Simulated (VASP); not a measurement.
VASP input:

KPOINTS:
```
Automatic mesh
0
gamma
8 8 8
0 0 0
```

**INCAR**
```
SYSTEM=AgCl
PREC=Accurate; ENCUT=520; LREAL=F
LASPH=T
EDIFF=1E-6; NELM=100; ALGO=Normal
LMAXMIX=4
ISMEAR=0; SIGMA=0.05
GGA=ML; LUSE_VDW=T; AGGAC=0.0
ZAB_VDW=-1.8867
IBRION=2; NSW=60; ISIF=3
EDIFFG=-0.01
LWAVE=F; LCHARG=F
```

**POSCAR**
```
AgCl
1.0
  0.0000000000   2.7750000000   2.7750000000
  2.7750000000   0.0000000000   2.7750000000
  2.7750000000   2.7750000000   0.0000000000
Ag Cl
1 1
Cart
  0.0000000000   0.0000000000   0.0000000000
  2.7750000000   2.7750000000   2.7750000000
```

POTCAR, in this order: Ag Cl (PBE.64 set). Program: vasp_std.

Q: Write an equivalent input for Quantum ESPRESSO's pw.x.

A: One equivalent input (not run):
```
&CONTROL
  calculation = 'vc-relax'
  pseudo_dir = './pseudo'
  outdir = './out'
  tprnfor = .true.
  tstress = .true.
  nstep = 60
  forc_conv_thr = 0.00039
/
&SYSTEM
  ibrav = 0
  nat = 2
  ntyp = 2
  ecutwfc = 82
  occupations = 'smearing'
  smearing = 'gaussian'
  degauss = 0.003675
  input_dft = 'vdw-df2'
/
&ELECTRONS
  conv_thr = 7.3e-08
  electron_maxstep = 100
/
&IONS
/
&CELL
/
ATOMIC_SPECIES
  Ag 107.868 Ag.upf
  Cl 35.450 Cl.upf
CELL_PARAMETERS angstrom
     0.0000000    2.7750000    2.7750000
     2.7750000    0.0000000    2.7750000
     2.7750000    2.7750000    0.0000000
ATOMIC_POSITIONS crystal
  Ag   0.0000000  0.0000000  0.0000000
  Cl   0.5000000  0.5000000  0.5000000
K_POINTS automatic
  8 8 8 0 0 0
```
The two are equivalent in intent, not identical: the potentials are each code's own (VASP's PAW set, PseudoDojo norm-conserving files in pw.x), so ENCUT and ecutwfc are chosen apart and not converted; conv_thr bounds pw.x's estimated SCF error, while EDIFF bounds the energy change between steps; forc_conv_thr acts on force components and is met together with etot_conv_thr.

The compound is AgCl in the rock salt structure. This run relaxes it. Symmetry was kept, so distortions that lower it aren't found.
